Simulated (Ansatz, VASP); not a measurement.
**Two plane-wave programs on Cu3GeS4**

```
CELL_PARAMETERS angstrom
5.37526 0.00000 0.00000
0.00000 5.37526 0.00000
0.00000 0.00000 5.37526
ATOMIC_POSITIONS crystal
Ge 0.00000 0.00000 0.00000
Cu 0.50000 0.00000 0.00000
Cu 0.00000 0.50000 0.00000
Cu 0.00000 0.00000 0.50000
S 0.23500 0.23500 0.23500
S 0.23500 0.76500 0.76500
S 0.76500 0.76500 0.23500
S 0.76500 0.23500 0.76500
```

The cell was built by a generator and needn't be a form met in nature.

Alike in both runs: task single point; functional PBE; k mesh 4 × 4 × 4; no spin polarisation.

```csv
,VASP,Ansatz
version,VASP 6.6.1,Ansatz 0.2.0
potentials or method,"VASP PAW PBE potentials, release 64 (Ge_d, Cu, S)",PAW plane waves
plane-wave cutoff (eV),520,420
occupations,"fermi-dirac, width 0.1 eV",fermi-dirac
valence electrons in the cell,71,95
```

```csv
,VASP,Ansatz,Ansatz less VASP
gap on the k mesh at the Fermi level (eV),none,none,-
pressure (GPa),9.1,9.2,+0.09
rms of the force components (eV/Å),0.561,0.575,+0.0141
```

Atom by atom the forces differ by 0.014 eV/Å (rms over components). A gap of «none» marks a metal or a gap that the smearing closes. The two sets of potentials don't hold the same shells in valence.

Caveats: the run has no spin polarisation, though such a crystal can be magnetic; forces of over 1 eV/Å show positions far from the minimum, so gaps and moduli don't describe the material at rest.
